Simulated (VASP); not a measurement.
# InOs (Cmcm) in VASP: relaxation of the atoms with LDA

Aim: the relaxation of the atoms of InOs with LDA.

Program: VASP 6.6.1. These are calculated values, not measurements. Logs are shortened: lines on timing, memory, paths and dates and some standing lists are left out, and cuts for length are marked.

### 1 The structure

Symmetry: Cmcm, No. 63, orthorhombic system. The conventional cell has a = 3.871 Å, b = 10.619 Å, c = 4.324 Å, α = 90.00°, β = 90.00°, γ = 90.00°. In (site symmetry m2m) is surrounded by 7 Os at 2.97 to 3.06 Å. Os (site symmetry m2m) has 2 Os at 2.65 Å and 6 In at 2.97 to 2.99 Å as nearest neighbours.

The cell was built by a generator and needn't be a form met in nature.

### 2 Relaxation of the atoms, LDA

The input, INCAR:

```
SYSTEM = InOs
  PREC = Accurate
  ENCUT = 520
  EDIFF = 1E-7
  ISMEAR = 1
  SIGMA = 0.1
  LREAL = .False.
  LASPH = .True.
  NELM = 100
  ALGO = Normal
  ISIF = 2
  LWAVE = .False.
  LCHARG = .False.
  GGA = CA
  IBRION = 2
  NSW = 40
  EDIFFG = -0.005
```

The input, KPOINTS:

```
regular mesh
0
Gamma
  7 7 6
  0 0 0
```

The input, POSCAR:

```
InOs
1.0
    1.9352684800     -5.3094379800      0.0000000000
    1.9352684800      5.3094379800      0.0000000000
    0.0000000000      0.0000000000      4.3243877000
In Os
2 2
Direct
    0.8600000100      0.1399999900      0.2500000000
    0.1399999900      0.8600000100      0.7500000000
    0.5720000100      0.4279999900      0.2500000000
    0.4279999900      0.5720000100      0.7500000000
```

Potentials or basis: VASP PAW LDA potentials, release 64 (In_d, Os).

On the command line:

```
cat potpaw_LDA.64/In_d/POTCAR potpaw_LDA.64/Os/POTCAR > POTCAR
mpirun -np 1 vasp_std > vasp.out
```

OUTCAR:

```text
SYSTEM = InOs
   PREC = Accurate
   ENCUT = 520
   EDIFF = 1E-7
   ISMEAR = 1
   LREAL = .False.
   LASPH = .True.
   NELM = 100
   ISIF = 2
   GGA = CA
   IBRION = 2
   NSW = 40
   EDIFFG = -0.005

 ion  position               nearest neighbor table
   1  0.860  0.140  0.250-   3 2.97   3 2.97   4 2.99   4 2.99   4 2.99   4 2.99   3 3.06   2 3.68
                             2 3.68   2 3.73   2 3.73   2 3.73   2 3.73
   2  0.140  0.860  0.750-   4 2.97   4 2.97   3 2.99   3 2.99   3 2.99   3 2.99   4 3.06   1 3.68
                             1 3.68   1 3.73   1 3.73   1 3.73   1 3.73
   3  0.572  0.428  0.250-   4 2.65   4 2.65   1 2.97   1 2.97   2 2.99   2 2.99   2 2.99   2 2.99
                             1 3.06
   4  0.428  0.572  0.750-   3 2.65   3 2.65   2 2.97   2 2.97   1 2.99   1 2.99   1 2.99   1 2.99
                             2 3.06

  LATTYP: Found a base centered orthorhombic cell.
 ALAT       =     3.8705369600
 B/A-ratio  =     2.7435149360
 C/A-ratio  =     1.1172578236

  Lattice vectors:

 A1 = (   1.9352684800,  -5.3094379800,   0.0000000000)
 A2 = (   1.9352684800,   5.3094379800,   0.0000000000)
 A3 = (   0.0000000000,   0.0000000000,   4.3243877000)

Analysis of symmetry for initial positions (statically):
=====================================================================
 Subroutine PRICEL returns:
 Original cell was already a primitive cell.

 Routine SETGRP: Setting up the symmetry group for a
 base centered orthorhombic supercell.

 Subroutine GETGRP returns: Found  8 space group operations
 (whereof  4 operations were pure point group operations)
 out of a pool of  8 trial point group operations.

The static configuration has the point symmetry C_2h.
 The point group associated with its full space group is D_2h.

Analysis of symmetry for dynamics (positions and initial velocities):
=====================================================================
 Subroutine PRICEL returns:
 Original cell was already a primitive cell.

 Routine SETGRP: Setting up the symmetry group for a
 base centered orthorhombic supercell.

 Subroutine GETGRP returns: Found  8 space group operations
 (whereof  4 operations were pure point group operations)
 out of a pool of  8 trial point group operations.

The dynamic configuration has the point symmetry C_2h.
 The point group associated with its full space group is D_2h.

 Subroutine INISYM returns: Found  8 space group operations
 (whereof  4 operations are pure point group operations),
 and found     1 'primitive' translations

[... 124 lines left out ...]
   LHFCALC =     F    Hartree Fock is set to
   AEXX    =    0.0000 exact exchange contribution
   IVDW    =     0    specifies the selected vdW correction
   LEPSILON=     F    determine dielectric tensor
   LRPA    =     F    only Hartree local field effects (RPA)
 conjugate gradient relaxation of ions
 non-spin polarized calculation
 Methfessel and Paxton  Order N= 1 SIGMA  =   0.10
  energy-cutoff  :      520.00
  volume of cell :       88.87
 maximum number of plane-waves:      2406
 NGX is ok and might be reduce to    42
   NGX = 21   NGY = 21   NGZ = 17

--------------------------------------- Ionic step        1  -------------------------------------------

 number of electron      41.9999989 magnetization

 Free energy of the ion-electron system (eV)
  ---------------------------------------------------
  ext. energy  EPLUGINS =         0.00000000
  ---------------------------------------------------
  free energy    TOTEN  =       -27.85401355 eV

  energy without entropy =      -27.85510464  energy(sigma->0) =      -27.85437725

------------------------ aborting loop because EDIFF is reached ----------------------------------------

  FORCE on cell =-STRESS in cart. coord.  units (eV):
  Direction    XX          YY          ZZ          XY          YZ          ZX
  --------------------------------------------------------------------------------------
  -------------------------------------------------------------------------------------
  Total       -8.7688761    -14.7340637    -12.8346588      0.0000000      0.0000000      0.0000000
  in kB     -158.0920823   -265.6371013   -231.3931591      0.0000000      0.0000000      0.0000000
  external PRESSURE =    -218.3741142 kB  Pullay stress =       0.0000000 kB
[... 95 lines left out ...]
  FREE ENERGIE OF THE ION-ELECTRON SYSTEM (eV)
  ---------------------------------------------------
  free  energy   TOTEN  =       -27.7778724655 eV

  energy  without entropy=      -27.7777102371  energy(sigma->0) =      -27.77781839

[... ionic steps 4 to 14 ...]

--------------------------------------- Ionic step       15  -------------------------------------------

 number of electron      41.9999990 magnetization

------------------------ aborting loop because EDIFF is reached ----------------------------------------
[... 71 lines left out ...]
--------------------------------------- Ionic step       17  -------------------------------------------

 number of electron      41.9999990 magnetization

 Free energy of the ion-electron system (eV)
  ---------------------------------------------------
  ext. energy  EPLUGINS =         0.00000000
  ---------------------------------------------------
  free energy    TOTEN  =       -28.63122783 eV

  energy without entropy =      -28.63282087  energy(sigma->0) =      -28.63175885

 E-fermi :   6.2365     XC(G=0): -11.3487

 val. band max:        6.2359826365   @ k =   0.2857   0.1429   0.3333
 cond. band min:       6.2608781748   @ k =  -0.2857   0.1429   0.5000
 fundamental gap:      0.0248955383
 Fermi energy:         6.2364669127

 k-point     1 :       0.0000    0.0000    0.0000
  band No.  band energies     occupation
      1      -7.8554      2.00000
      2      -7.8057      2.00000
      3      -7.7943      2.00000
      4      -7.7740      2.00000
      5      -7.7568      2.00000
      6      -7.7495      2.00000
[... 661 lines left out ...]
     24       7.7872     -0.00000
     25       9.4754      0.00000

 [... further k-points ...]

------------------------ aborting loop because EDIFF is reached ----------------------------------------

  FORCE on cell =-STRESS in cart. coord.  units (eV):
  Direction    XX          YY          ZZ          XY          YZ          ZX
  --------------------------------------------------------------------------------------
  -------------------------------------------------------------------------------------
  Total       -6.4853079    -11.1891221     -8.2183343      0.0000000      0.0000000      0.0000000
  in kB     -116.9221487   -201.7261497   -148.1664902      0.0000000      0.0000000      0.0000000
  external PRESSURE =    -155.6049295 kB  Pullay stress =       0.0000000 kB
[... 19 lines left out ...]
  FREE ENERGIE OF THE ION-ELECTRON SYSTEM (eV)
  ---------------------------------------------------
  free  energy   TOTEN  =       -28.6312278331 eV

  energy  without entropy=      -28.6328208736  energy(sigma->0) =      -28.63175885

 reached required accuracy - stopping structural energy minimisation
```

OSZICAR:

```text
N       E                     dE             d eps       ncg     rms          rms(c)
DAV:   1     0.373858286729E+03    0.37386E+03   -0.20257E+04  3200   0.210E+03
DAV:   2     0.172904678739E+02   -0.35657E+03   -0.35164E+03  3244   0.502E+02
[... 160 lines left out ...]
  16 F= -.28631220E+02 E0= -.28631758E+02  d E =-.171606E-02
       N       E                     dE             d eps       ncg     rms          rms(c)
DAV:   1    -0.286312221116E+02   -0.16422E-05   -0.36161E-03  3239   0.339E-01    0.138E-02
DAV:   2    -0.286312277488E+02   -0.56371E-05   -0.60724E-05  4577   0.721E-02    0.869E-03
DAV:   3    -0.286312278676E+02   -0.11880E-06   -0.21132E-06  4229   0.118E-02    0.571E-03
DAV:   4    -0.286312278331E+02    0.34459E-07   -0.69404E-08  1875   0.262E-03
  17 F= -.28631228E+02 E0= -.28631759E+02  d E =-.734627E-05
```

It took 15 min on 1 thread of AMD EPYC 9R45 (Zen 5), shared host; peak memory 0.25 GiB.

What came out:

| Property | Result |
| --- | --- |
| Free energy | -28.6312 eV |
| Energy gained by relaxing | 194.3 meV/atom |
| Ionic steps | 17 |
| Pressure after relaxing | -15.6 GPa |
| Band gap on the k mesh | none (metal or under the smearing width) |

Forces on the atoms (eV/Å):
```
In   0.000 -0.003  0.000
In   0.000  0.003  0.000
Os   0.000  0.003  0.000
Os   0.000 -0.003  0.000
```

Stress tensor (GPa, compression positive):
```
-11.69   0.00   0.00
  0.00 -20.17   0.00
  0.00   0.00 -14.82
```

The path:
```csv
step,energy change (eV),largest force (eV/Å),pressure (GPa)
1,0.0000,2.0568,-21.84
2,-0.3788,1.6735,-18.64
3,0.0761,4.7470,-0.45
4,-0.5937,0.8971,-15.09
5,-0.6500,0.7094,-10.72
6,-0.6565,0.6615,-12.21
7,-0.6576,0.6734,-11.84
8,-0.7044,0.5118,-12.30
9,-0.7412,0.8786,-13.02
10,-0.7683,0.4683,-14.43
11,-0.7755,0.1404,-15.48
12,-0.7755,0.1264,-15.52
13,-0.7765,0.0739,-15.55
14,-0.7772,0.0116,-15.57
15,-0.7772,0.0113,-15.58
16,-0.7772,0.0090,-15.58
17,-0.7772,0.0029,-15.56
```

Final structure:
```
CELL_PARAMETERS angstrom
1.93527 -5.30944 0.00000
1.93527 5.30944 0.00000
0.00000 0.00000 4.32439
ATOMIC_POSITIONS crystal
In 0.84260 0.15740 0.25000
In 0.15740 0.84260 0.75000
Os 0.54905 0.45095 0.25000
Os 0.45095 0.54905 0.75000
```

### 3 The reference run

An earlier run on the cell as given: functional PBE; potentials or basis VASP PAW PBE potentials, release 64 (In_d, Os); cutoff 520 eV; k mesh 7 × 7 × 6; occupations fermi-dirac, width 0.05 eV; no spin polarisation.

- Pressure: -14.5 GPa
- Largest force: 1.782 eV/Å
- Band gap on the k mesh: none (metal or under the smearing width)
